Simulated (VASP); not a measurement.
A convergence study with VASP on KTaO3 (cubic perovskite): one setting is varied, all else stays as given below, so the limit is that of these other settings. Each run relaxes cell and ions from the cell shown.

```yaml
crystal:
  lattice:
    - [3.99000, 0.00000, 0.00000]
    - [0.00000, 3.99000, 0.00000]
    - [0.00000, 0.00000, 3.99000]
  atoms:
    - { symbol: K, position: [0.00000, 0.00000, 0.00000] }
    - { symbol: Ta, position: [0.50000, 0.50000, 0.50000] }
    - { symbol: O, position: [0.50000, 0.00000, 0.50000] }
    - { symbol: O, position: [0.00000, 0.50000, 0.50000] }
    - { symbol: O, position: [0.50000, 0.50000, 0.00000] }
```

Computed with PBE GGA, VASP's PBE PAW potentials (set 64) (plane waves; VASP). The tightest run used: 700 eV cut-off, 9×9×9 Γ-centred mesh, Gaussian smearing of 0.050 eV, potentials K_sv Ta_pv O.

Unless said otherwise, spin-orbit coupling is left out, though it shifts the bands of the heavy elements here. Gaps are read on the run's mesh, which can miss a band edge.

**Question.** The settings run are 2×2×2 mesh; 3×3×3 mesh; 5×5×5 mesh; 6×6×6 mesh; 7×7×7 mesh; 8×8×8 mesh; 9×9×9 mesh. From which on does the relaxed volume stay within 0.02 Å³/atom of the tightest run?

**Answer.** From 3×3×3 mesh on: it is off by 0.016 there and by no more than 0.02 in any finer run, while 2×2×2 mesh is off by 0.119.
| setting | relaxed volume (Å³/atom) | E (eV/atom) | gap on the mesh (eV) | irreducible k-points | difference judged (Å³/atom) |
|---|---|---|---|---|---|
| 2×2×2 mesh | 13.182 | -8.0158 | 1.737 | 4 | 0.119 |
| 3×3×3 mesh | 13.079 | -8.1886 | 2.312 | 4 | 0.016 |
| 5×5×5 mesh | 13.063 | -8.2155 | 2.216 | 10 | 0.000 |
| 6×6×6 mesh | 13.063 | -8.2163 | 2.112 | 20 | 0.000 |
| 7×7×7 mesh | 13.063 | -8.2165 | 2.169 | 20 | 0.000 |
| 8×8×8 mesh | 13.063 | -8.2165 | 2.113 | 35 | 0.000 |
| 9×9×9 mesh | 13.063 | -8.2165 | 2.148 | 35 | 0.000 |

Left out are rungs that failed or repeat a setting and relaxations that didn't move; long series are thinned to 24 rows.

The compound is KTaO3 in the cubic perovskite structure.
